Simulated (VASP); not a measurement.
An input for Ansatz (written as the equivalent of a VASP run, and not itself run):

Ansatz 0.2 input:
```yaml
crystal:
  lattice:
    - [3.7476860, 0.0000000, 0.0000000]
    - [-1.8738430, 3.2455920, 0.0000000]
    - [0.0000000, 0.0000000, 4.5919450]
  atoms:
    - { symbol: B, position: [0.3310130, 0.6742150, 0.2483020] }
    - { symbol: B, position: [0.6746550, 0.3353480, 0.7573620] }
    - { symbol: Cr, position: [0.0020100, 0.0113350, -0.0003950], spin: 3 }
    - { symbol: Cr, position: [0.0186800, 0.0026750, 0.5073740], spin: 3 }
    - { symbol: Cr, position: [0.3266860, 0.6657430, 0.7438740], spin: 3 }
    - { symbol: Cr, position: [0.6469560, 0.3106830, 0.2434830], spin: 3 }
kpoints:
  mp_grid: { grid: [4, 4, 3] }
hamiltonian:
  xc: pbe
  pseudopotentials: { kind: paw }
magnetization: { spin_polarized: true }
scf:
  occupations: { method: gaussian, width: 0.05 }
  max_iter: 100
output: { forces: true, stress: true, eigenvalues: true }
```

Task: Translate this input to VASP (INCAR, KPOINTS, POSCAR, choice of POTCAR).

Result: Several could match; the one computed here: 
### INCAR
```
ALGO = Normal
EDIFF = 1E-6
ENCUT = 400
GGA = PE
ISIF = 2
ISMEAR = 0
ISPIN = 2
LASPH = .TRUE.
LCHARG = .FALSE.
LMAXMIX = 4
LORBIT = 11
LREAL = .FALSE.
LWAVE = .FALSE.
MAGMOM = 2*0.0 4*3.0
NELM = 100
PREC = Accurate
SIGMA = 0.05
SYSTEM = Cr2B
```

### POSCAR
```
Cr2B
1
    3.7476860000     0.0000000000     0.0000000000
   -1.8738430000     3.2455920000     0.0000000000
    0.0000000000     0.0000000000     4.5919450000
B Cr
2 4
Direct
  0.3310130000   0.6742150000   0.2483020000
  0.6746550000   0.3353480000   0.7573620000
  0.0020100000   0.0113350000  -0.0003950000
  0.0186800000   0.0026750000   0.5073740000
  0.3266860000   0.6657430000   0.7438740000
  0.6469560000   0.3106830000   0.2434830000
```

KPOINTS:
```
Automatic mesh
0
Gamma
  4 4 3
0 0 0
```

POTCAR, in this order: B Cr_pv (PBE.64 set). Program: vasp_std.

Limits of the translation: each code has its own PAW files, so the cut-off isn't converted (ENCUT is set for VASP's; basis.ecutwfc is left out, and Ansatz then takes the one that its files recommend); Ansatz stops its SCF on the density residual and VASP on the energy change (EDIFF).

The structure was generated: Cr2B was put into an ordered model structure (P6_3/mmc), which need not be its known phase. The cell was not relaxed at this level, atoms are displaced from their ideal sites. The k-mesh is coarse (spacing up to 0.48 per Å, 2π included), so the numbers may not be converged in it.
